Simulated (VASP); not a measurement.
Computed with r2SCAN meta-GGA, VASP's PBE PAW potentials (set 64) (plane waves; VASP).

The input files of a VASP run:

### POSCAR
```
SrO
1.0
  0.0000000000   2.5800000000   2.5800000000
  2.5800000000   0.0000000000   2.5800000000
  2.5800000000   2.5800000000   0.0000000000
Sr O
1 1
Cart
  0.0000000000   0.0000000000   0.0000000000
  2.5800000000   2.5800000000   2.5800000000
```

### INCAR
```
NELM=100   ! most electronic steps
PREC=Accurate
IBRION=2   ! conjugate gradients
METAGGA=R2SCAN
ENCUT=520   ! plane-wave cut-off (eV)
LASPH=T
LMIXTAU=T
SIGMA=0.05   ! width (eV)
ISIF=3   ! ions, shape and volume
ISMEAR=0   ! Gaussian
ALGO=Normal   ! blocked Davidson
EDIFFG=-0.01
SYSTEM=SrO
NSW=60   ! most ionic steps
LCHARG=F
LREAL=F   ! projection in real space or not
LMAXMIX=4
LWAVE=F
EDIFF=1E-6   ! SCF stop (eV)
```

File KPOINTS:
```
Automatic
0
G
 8 8 8
0 0 0
```

POTCAR, in this order: Sr_sv O (PBE.64 set). Program: vasp_std.

Output

File OSZICAR:
```
       N       E                     dE             d eps       ncg     rms          rms(c)
DAV:   1     0.582309879657E+02    0.58231E+02   -0.89443E+03   696   0.134E+03
DAV:   2    -0.313151433098E+02   -0.89546E+02   -0.82537E+02   996   0.258E+02
DAV:   3    -0.346329840509E+02   -0.33178E+01   -0.32974E+01   956   0.489E+01
DAV:   4    -0.347189246491E+02   -0.85941E-01   -0.85877E-01   956   0.662E+00
DAV:   5    -0.347195958434E+02   -0.67119E-03   -0.67116E-03   908   0.632E-01    0.161E+01
DAV:   6    -0.268582499422E+02    0.78613E+01   -0.66213E+00   844   0.211E+01    0.148E+01
DAV:   7    -0.268435929654E+02    0.14657E-01   -0.44639E-01   912   0.738E+00    0.876E+00
DAV:   8    -0.279798229300E+02   -0.11362E+01   -0.52084E-01   720   0.975E+00    0.129E+00
DAV:   9    -0.267554118056E+02    0.12244E+01   -0.34653E-01   712   0.818E+00    0.336E-01
DAV:  10    -0.270611977683E+02   -0.30579E+00   -0.15433E-01   724   0.472E+00    0.269E-01
DAV:  11    -0.270533954598E+02    0.78023E-02   -0.32587E-03  1020   0.737E-01    0.157E-01
DAV:  12    -0.270520374445E+02    0.13580E-02   -0.20568E-03   820   0.544E-01    0.164E-01
DAV:  13    -0.270542956746E+02   -0.22582E-02   -0.37036E-03   720   0.844E-01    0.751E-02
DAV:  14    -0.270542863125E+02    0.93620E-05   -0.13310E-04  1012   0.113E-01    0.807E-02
DAV:  15    -0.270555430033E+02   -0.12567E-02   -0.16004E-03   712   0.432E-01    0.125E-01
DAV:  16    -0.270537608188E+02    0.17822E-02   -0.26286E-03   700   0.616E-01    0.156E-01
DAV:  17    -0.270556862987E+02   -0.19255E-02   -0.12838E-03   704   0.414E-01    0.141E-01
DAV:  18    -0.270557019144E+02   -0.15616E-04   -0.11492E-04   888   0.947E-02    0.209E-01
DAV:  19    -0.270557743101E+02   -0.72396E-04   -0.26866E-05   880   0.617E-02    0.265E-01
DAV:  20    -0.270557284037E+02    0.45906E-04   -0.59878E-05   796   0.701E-02    0.181E-01
DAV:  21    -0.270557197502E+02    0.86535E-05   -0.20933E-05   872   0.487E-02    0.106E-01
DAV:  22    -0.270557280449E+02   -0.82947E-05   -0.22273E-05   920   0.436E-02    0.459E-02
DAV:  23    -0.270557241265E+02    0.39184E-05   -0.12416E-05   704   0.414E-02    0.951E-03
DAV:  24    -0.270557273635E+02   -0.32370E-05   -0.96811E-07   532   0.133E-02    0.628E-03
DAV:  25    -0.270557250709E+02    0.22926E-05   -0.83038E-07   480   0.126E-02    0.642E-03
DAV:  26    -0.270557273160E+02   -0.22451E-05   -0.44251E-07   460   0.871E-03    0.278E-03
DAV:  27    -0.270557268475E+02    0.46851E-06   -0.11903E-07   348   0.388E-03
   1 F= -.27055727E+02 E0= -.27055727E+02  d E =-.270557E+02
       N       E                     dE             d eps       ncg     rms          rms(c)
DAV:   1    -0.270623151313E+02   -0.65878E-02   -0.14976E-01   728   0.384E+00    0.835E-01
DAV:   2    -0.270567803524E+02    0.55348E-02   -0.22493E-02   792   0.134E+00    0.203E-01
DAV:   3    -0.270561193163E+02    0.66104E-03   -0.15252E-03  1044   0.474E-01    0.136E-01
DAV:   4    -0.270558649600E+02    0.25436E-03   -0.11505E-03  1200   0.321E-01    0.102E-01
DAV:   5    -0.270556211438E+02    0.24382E-03   -0.27434E-04   736   0.234E-01    0.396E-02
DAV:   6    -0.270559346976E+02   -0.31355E-03   -0.17415E-04   696   0.196E-01    0.116E-02
DAV:   7    -0.270558912943E+02    0.43403E-04   -0.99983E-05   980   0.125E-01    0.977E-03
DAV:   8    -0.270559316561E+02   -0.40362E-04   -0.13993E-05   700   0.520E-02    0.705E-03
DAV:   9    -0.270559481749E+02   -0.16519E-04   -0.84879E-06   696   0.356E-02    0.152E-03
DAV:  10    -0.270559518153E+02   -0.36404E-05   -0.22890E-07   504   0.709E-03    0.111E-03
DAV:  11    -0.270559547324E+02   -0.29171E-05   -0.50980E-07   448   0.916E-03    0.268E-04
DAV:  12    -0.270559547304E+02    0.19802E-08   -0.80433E-08   348   0.310E-03
   2 F= -.27055955E+02 E0= -.27055955E+02  d E =-.227883E-03
       N       E                     dE             d eps       ncg     rms          rms(c)
DAV:   1    -0.270567085063E+02   -0.75377E-03   -0.16090E-02   728   0.126E+00    0.280E-01
DAV:   2    -0.270561057386E+02    0.60277E-03   -0.23910E-03   792   0.439E-01    0.661E-02
DAV:   3    -0.270560427735E+02    0.62965E-04   -0.16314E-04  1056   0.154E-01    0.421E-02
DAV:   4    -0.270559931423E+02    0.49631E-04   -0.12247E-04  1208   0.105E-01    0.314E-02
DAV:   5    -0.270560090587E+02   -0.15916E-04   -0.30836E-05   736   0.782E-02    0.121E-02
DAV:   6    -0.270560113382E+02   -0.22794E-05   -0.18128E-05   696   0.628E-02    0.369E-03
DAV:   7    -0.270560272343E+02   -0.15896E-04   -0.90822E-06  1000   0.373E-02    0.323E-03
DAV:   8    -0.270560244015E+02    0.28328E-05   -0.12029E-06   464   0.154E-02    0.174E-03
DAV:   9    -0.270560248963E+02   -0.49484E-06   -0.90202E-07   464   0.121E-02
   3 F= -.27056025E+02 E0= -.27056025E+02  d E =-.298049E-03
```

OUTCAR:
```
------------------------ aborting loop because EDIFF is reached ----------------------------------------
  FORCE on cell =-STRESS in cart. coord.  units (eV):
  Direction    XX          YY          ZZ          XY          YZ          ZX
  --------------------------------------------------------------------------------------
  Total        0.0009839      0.0009839      0.0009839     -0.0000000     -0.0000000      0.0000000
  in kB        0.0456480      0.0456480      0.0456480     -0.0000000     -0.0000000      0.0000000
  external PRESSURE =       0.0456480 kB  Pullay stress =       0.0000000 kB
  volume of cell :       34.53
      direct lattice vectors                 reciprocal lattice vectors
     0.000000000  2.584639015  2.584639015    -0.193450612  0.193450612  0.193450612
     2.584639015  0.000000000  2.584639015     0.193450612 -0.193450612  0.193450612
     2.584639015  2.584639015  0.000000000     0.193450612  0.193450612 -0.193450612
  FREE ENERGIE OF THE ION-ELECTRON SYSTEM (eV)
  ---------------------------------------------------
  free  energy   TOTEN  =       -27.0560248963 eV

  energy  without entropy=      -27.0560248963  energy(sigma->0) =      -27.05602490

 reached required accuracy - stopping structural energy minimisation
```
(Selected blocks of OUTCAR.)

CONTCAR:
```
SrO
   1.00000000000000
     0.0000000000000000    2.5846390154518160    2.5846390154518160
     2.5846390154518160    0.0000000000000000    2.5846390154518160
     2.5846390154518160    2.5846390154518160    0.0000000000000000
  Sr              O
     1     1
Direct
     0.0000000000000000    0.0000000000000000    0.0000000000000000
     0.5000000000000000    0.5000000000000000    0.5000000000000000
```

The compound is SrO in the rock salt structure. This run relaxes it. Symmetry was kept, so distortions that lower it aren't found.
